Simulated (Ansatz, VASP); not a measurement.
**Be2Ru3 in VASP and in Ansatz**

```xyz
5
Lattice="4.0392 0.0000 0.0000 0.0000 4.0392 0.0000 0.0000 0.0000 4.0392" Properties=species:S:1:pos:R:3 pbc="T T T"
Be    0.0000    0.0000    0.0000
Be    2.0196    2.0196    2.0196
Ru    0.0000    2.0196    2.0196
Ru    2.0196    0.0000    2.0196
Ru    2.0196    2.0196    0.0000
```

Alike in both runs: functional PBE; k mesh 10 × 10 × 10; occupations gaussian, width 0.1 eV; no spin polarisation.

Ansatz relaxed the structure, and its values are those at the end. VASP's run is a single point on that final structure, the one shown.

```csv
,VASP,Ansatz
version,VASP 6.6.1,Ansatz 0.2.0
potentials or method,"VASP PAW PBE potentials, release 64 (Be, Ru_pv)","scalar-relativistic, plane waves, PAW"
plane-wave cutoff (eV),520,420
valence electrons in the cell,46,52
```

VASP gave:

| Item | Value |
| --- | --- |
| gap on the k mesh at the Fermi level (eV) | none |
| pressure (GPa) | 0.1 |

Task: Estimate Ansatz's values.

Result: gap on the k mesh at the Fermi level (eV): none; pressure (GPa): 0.0.

A gap of «none» marks a metal or a gap that the smearing closes. The two sets of potentials don't hold the same shells in valence.
